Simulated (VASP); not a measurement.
Output of a VASP run:

### OUTCAR
```
 ion  position               nearest neighbor table
   1  0.000  0.000  0.000-   2 2.31   2 2.31   2 2.31   2 2.31
   2  0.250  0.250  0.250-   1 2.31   1 2.31   1 2.31   1 2.31
  LATTYP: Found a face centered cubic cell.
 ALAT       =     5.3238794556
 Subroutine PRICEL returns:
 Original cell was already a primitive cell.
 Subroutine GETGRP returns: Found 24 space group operations
The static configuration has the point symmetry T_d .
The dynamic configuration has the point symmetry T_d .
 Subroutine INISYM returns: Found 24 space group operations
 Subroutine IBZKPT returns following result:
 Found     29 irreducible k-points:

 Following reciprocal coordinates:
            Coordinates               Weight
  0.000000  0.000000  0.000000      1.000000
  0.125000  0.000000  0.000000      8.000000
  0.250000  0.000000  0.000000      8.000000
  0.375000  0.000000  0.000000      8.000000
  0.500000  0.000000  0.000000      4.000000
  0.125000  0.125000  0.000000      6.000000
  0.250000  0.125000  0.000000     24.000000
  0.375000  0.125000  0.000000     24.000000
  0.500000  0.125000  0.000000     24.000000
 -0.375000  0.125000  0.000000     24.000000
 -0.250000  0.125000  0.000000     24.000000
 -0.125000  0.125000  0.000000     12.000000
  0.250000  0.250000  0.000000      6.000000
  0.375000  0.250000  0.000000     24.000000
  0.500000  0.250000  0.000000     24.000000
 -0.375000  0.250000  0.000000     24.000000
 -0.250000  0.250000  0.000000     12.000000
  0.375000  0.375000  0.000000      6.000000
  0.500000  0.375000  0.000000     24.000000
 -0.375000  0.375000  0.000000     12.000000
  0.500000  0.500000  0.000000      3.000000
  0.375000  0.250000  0.125000     24.000000
  0.500000  0.250000  0.125000     48.000000
 -0.375000  0.250000  0.125000     24.000000
  0.500000  0.375000  0.125000     24.000000
 -0.375000  0.375000  0.125000     48.000000
 -0.250000  0.375000  0.125000     24.000000
 -0.375000  0.500000  0.125000     12.000000
 -0.250000  0.500000  0.250000      6.000000
   k-points           NKPTS =     29   k-points in BZ     NKDIM =     29   number of bands    NBANDS=     13
   number of dos      NEDOS =    301   number of ions     NIONS =      2
   total plane-waves  NPLWV =  21952
   dimension x,y,z NGX =    28 NGY =   28 NGZ =   28
   dimension x,y,z NGXF=    56 NGYF=   56 NGZF=   56
   ions per type =               1   1
   PREC   = accura    normal or accurate (medium, high low for compatibility)
   ISTART =      0    job   : 0-new  1-cont  2-samecut
   ICHARG =      2    charge: 1-file 2-atom 10-const
   ISPIN  =      1    spin polarized calculation?
   LNONCOLLINEAR =      F non collinear calculations
   LSORBIT =      F    spin-orbit coupling
   INIWAV =      1    electr: 0-lowe 1-rand  2-diag
   ENCUT  =  520.0 eV  38.22 Ry    6.18 a.u.   7.00  7.00  7.00*2*pi/ulx,y,z
   NELM   =    100;   NELMIN=  2; NELMDL= -5     # of ELM steps
   EDIFF  = 0.1E-06   stopping-criterion for ELM
   LREAL  =      F    real-space projection
   NLSPLINE    = F    spline interpolate recip. space projectors
   LMAXMIX     =    4 max onsite mixed and CHGCAR
   VOSKOWN=      0    Vosko Wilk Nusair interpolation
   EDIFFG = 0.1E-05   stopping-criterion for IOM
   NSW    =      0    number of steps for IOM
   NBLOCK =      1;   KBLOCK =      1    inner block; outer block
   IBRION =     -1    ionic relax: 0-MD 1-quasi-New 2-CG
   NFREE  =      0    steps in history (QN), initial steepest desc. (CG)
   ISIF   =      2    stress and relaxation
   ISYM   =      2    0-nonsym 1-usesym 2-fastsym
   TEIN   =    0.0    initial temperature
   TEBEG  =    0.0;   TEEND  =   0.0 temperature during run
   SMASS  =  -3.00    Nose mass-parameter (am)
   PSTRESS=    0.0 pullay stress
   NELECT =      18.0000    total number of electrons
   EFERMI =   0.00;   METHOD = LEGACY
   ISMEAR =     0;   SIGMA  =   0.05  broadening in eV -4-tet -1-fermi 0-gaus
   IALGO  =     38    algorithm
...
```

### OSZICAR
```
       N       E                     dE             d eps       ncg     rms          rms(c)
DAV:   1     0.929590935347E+02    0.92959E+02   -0.93922E+03   762   0.167E+03
DAV:   2     0.370801980132E+01   -0.89251E+02   -0.85573E+02   804   0.286E+02
DAV:   3    -0.251305136985E+01   -0.62211E+01   -0.61881E+01   909   0.761E+01
DAV:   4    -0.259415046362E+01   -0.81099E-01   -0.81057E-01   849   0.902E+00
DAV:   5    -0.259533805010E+01   -0.11876E-02   -0.11875E-02   929   0.112E+00    0.740E+00
DAV:   6    -0.217292717774E+01    0.42241E+00   -0.93141E-01  1154   0.347E+01    0.556E+00
DAV:   7    -0.215636665672E+01    0.16561E-01   -0.34839E-01   764   0.564E+00    0.298E+00
DAV:   8    -0.215553928848E+01    0.82737E-03   -0.53921E-03   874   0.817E-01    0.987E-01
DAV:   9    -0.215554086139E+01   -0.15729E-05   -0.10658E-03   809   0.333E-01    0.997E-02
DAV:  10    -0.215557375554E+01   -0.32894E-04   -0.39753E-05   894   0.598E-02    0.226E-02
DAV:  11    -0.215559400119E+01   -0.20246E-04   -0.19840E-05   774   0.534E-02    0.698E-03
DAV:  12    -0.215559420402E+01   -0.20283E-06   -0.14512E-06   965   0.296E-02    0.476E-03
DAV:  13    -0.215559417145E+01    0.32572E-07   -0.13008E-07   596   0.504E-03
   1 F= -.21555942E+01 E0= -.21555942E+01  d E =-.768959E-15
```

OUTCAR:
```
------------------------ aborting loop because EDIFF is reached ----------------------------------------
  FORCE on cell =-STRESS in cart. coord.  units (eV):
  Direction    XX          YY          ZZ          XY          YZ          ZX
  --------------------------------------------------------------------------------------
  Total        1.1919795      1.1919795      1.1919795      0.0000000      0.0000000     -0.0000000
  in kB       50.6237953     50.6237953     50.6237953      0.0000000      0.0000000     -0.0000000
  external PRESSURE =      50.6237953 kB  Pullay stress =       0.0000000 kB
  volume of cell :       37.72
      direct lattice vectors                 reciprocal lattice vectors
     0.000000000  2.661939728  2.661939728    -0.187832953  0.187832953  0.187832953
     2.661939728  0.000000000  2.661939728     0.187832953 -0.187832953  0.187832953
     2.661939728  2.661939728  0.000000000     0.187832953  0.187832953 -0.187832953
  FREE ENERGIE OF THE ION-ELECTRON SYSTEM (eV)
  ---------------------------------------------------
  free  energy   TOTEN  =        -2.1555941714 eV

  energy  without entropy=       -2.1555941714  energy(sigma->0) =       -2.15559417
```
(Selected blocks of OUTCAR.)

File POSCAR:
```
ZnS
1
    0.0000000000     2.6619397278     2.6619397278
    2.6619397278     0.0000000000     2.6619397278
    2.6619397278     2.6619397278     0.0000000000
Zn S
1 1
Direct
  0.0000000000   0.0000000000   0.0000000000
  0.2500000000   0.2500000000   0.2500000000
```

Reconstruct the remaining input files.

This is not unique; one that fits is the input of the run itself, optB88-vdW, plane waves, VASP's PBE PAW potentials (set 64).

### KPOINTS
```
Automatic
0
Gamma
8 8 8
0 0 0
```

INCAR:
```
# general
SYSTEM   = ZnS
PREC     = Accurate
ENCUT    = 520   # plane-wave cut-off (eV)
LREAL    = .False.
LASPH    = .True.   # aspherical one-centre terms

# electronic loop
EDIFF    = 1E-7   # SCF stop (eV)
NELM     = 100
ALGO     = Normal   # blocked Davidson
LMAXMIX  = 4   # l cut-off of mixed one-centre charges

# smearing
ISMEAR   = 0   # Gaussian
SIGMA    = 0.05

# functional
GGA      = BO
LUSE_VDW = .True.
AGGAC    = 0.0
PARAM1   = 0.1833333333
PARAM2   = 0.22

# ions
ISIF     = 2   # forces and stress, cell fixed

# output
LWAVE    = .False.
LCHARG   = .False.
```

POTCAR, in this order: Zn S (PBE.64 set). Program: vasp_std.

The compound is ZnS in the zinc blende structure. This cell is one point of a volume scan, at 0.94 of the reference volume.
